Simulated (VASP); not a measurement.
Set up this calculation in VASP 6.6.1, as the native input.

```
Task                   : relaxation of cell and atoms
Functional             : PBE
Potentials or basis    : VASP PAW PBE potentials, release 64 (Al, Nb_sv, N)
Cutoff                 : 520 eV
k mesh                 : 3 × 3 × 4
Occupations            : gaussian, width 0.15 eV
Spin                   : no spin polarisation
Further INCAR settings : PREC = Normal; ALGO = Fast; EDIFF = 0.0001; IBRION = 2; EDIFFG = -0.08; NSW = 24; ISIF = 3
```

The structure of NbAl2N3 lies in POSCAR:

```
NbAl2N3
1.0
    3.2159143800     -3.0476773300      0.0000000000
    3.2159143800      3.0476773300      0.0000000000
   -1.1512357100      0.0000000000      4.1425400300
Al Nb N
2 1 3
Direct
    0.0000000000      0.5000000000      0.5000000000
    0.5000000000      0.0000000000      0.5000000000
    0.0000000000      0.0000000000      0.0000000000
    0.0000000000      0.5000000000      0.0000000000
    0.5000000000      0.0000000000      0.0000000000
    0.5000000000      0.5000000000      0.0000000000
```

The cell was built by a generator and needn't be a form met in nature.

The input as run:

INCAR

```
SYSTEM = NbAl2N3
PREC     = Normal         ! precision mode
ENCUT    = 520            ! plane-wave cutoff, eV
EDIFF    = 1E-4           ! SCF threshold, eV
ISMEAR   = 0              ! smearing method
SIGMA    = 0.15           ! smearing width, eV
LREAL    = .FALSE.        ! projectors in reciprocal space
LASPH    = .TRUE.         ! aspherical terms in the spheres
NELM     = 60             ! most SCF steps
ALGO     = Fast           ! electronic algorithm
ISIF     = 3              ! what is computed and relaxed
LWAVE    = .FALSE.        ! write WAVECAR
LCHARG   = .FALSE.        ! write CHGCAR
GGA      = PE             ! functional
IBRION   = 2              ! ionic algorithm
NSW      = 24             ! ionic steps
EDIFFG   = -0.08          ! ionic threshold
```

KPOINTS

```
Automatic mesh
0
G
  3 3 4
  0 0 0
```

Potentials or basis: VASP PAW PBE potentials, release 64 (Al, Nb_sv, N).

The run is started by

```bash
$ cat potpaw_PBE.64/Al/POTCAR potpaw_PBE.64/Nb_sv/POTCAR potpaw_PBE.64/N/POTCAR > POTCAR
$ mpirun -np 1 vasp_std > vasp.out
```

It gave:

* Relaxed volume: 11.92 Å³/atom
* Relaxed cell: a = 4.362 Å, b = 4.362 Å, c = 3.763 Å, α = 91.85°, β = 91.85°, γ = 89.34°
* Space group after relaxing (to 0.05 Å): C2/m (No. 12)
* Energy gained by relaxing: 147.2 meV/atom
* Ionic steps: 23
* Pressure after relaxing: -0.1 GPa
* Band gap on the k mesh: none (metal or under the smearing width)

Caveat: the k mesh is coarse (spacing up to 0.48 Å⁻¹), so the values aren't converged.

It took 2.9 min on 1 thread of Intel(R) Xeon(R) 6975P-C (Granite Rapids), on a shared host, peak memory 0.16 GiB.
